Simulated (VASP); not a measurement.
```xyz
2
Lattice="0.0000 2.3900 2.3900 2.3900 0.0000 2.3900 2.3900 2.3900 0.0000" Properties=species:S:1:pos:R:3 pbc="T T T"
B      0.0000     0.0000     0.0000
As     1.1950     1.1950     1.1950
```

The base run (VASP): PBE GGA, plane waves, VASP's PBE PAW potentials (set 64). Run with 520 eV cut-off, 9×9×9 Γ-centred mesh, Gaussian smearing of 0.050 eV, potentials B As.

One setting is varied; ΔE counts from the most expensive setting. The base run took about 8 core-seconds. Times come from single runs on busy shared machines, so they are rough: good to a factor of about 2.

Pressures at a finite cut-off, here 520 eV, hold a Pulay part, which wasn't tested here.

| setting | cost over the base run | electronic steps | ΔE (meV/atom) | pressure (GPa) |
|---|---|---|---|---|
| KGAMMA = .TRUE., KSPACING = 0.4, KPOINTS file removed | within a factor of 2 | 12 | 9.6 | 3.19 |
| KGAMMA = .FALSE., KSPACING = 0.35, KPOINTS file removed | within a factor of 2 | 12 | 3.4 | 3.16 |
| base run | reference | 12 | 0.5 | 3.15 |
| KGAMMA = .FALSE., KSPACING = 0.25, KPOINTS file removed | about 3 times | 12 | 0.0 | 3.15 |
| KGAMMA = .TRUE., KSPACING = 0.16, KPOINTS file removed | about 3 times | 12 | 0.0 | 3.15 |
| KGAMMA = .FALSE., KSPACING = 0.2, KPOINTS file removed | about 4 times | 12 | 0.0 | 3.15 |

Left out are runs that failed, have no time on record or changed the cell.

The compound is BAs in the zinc blende structure. The cell was not relaxed at this level.
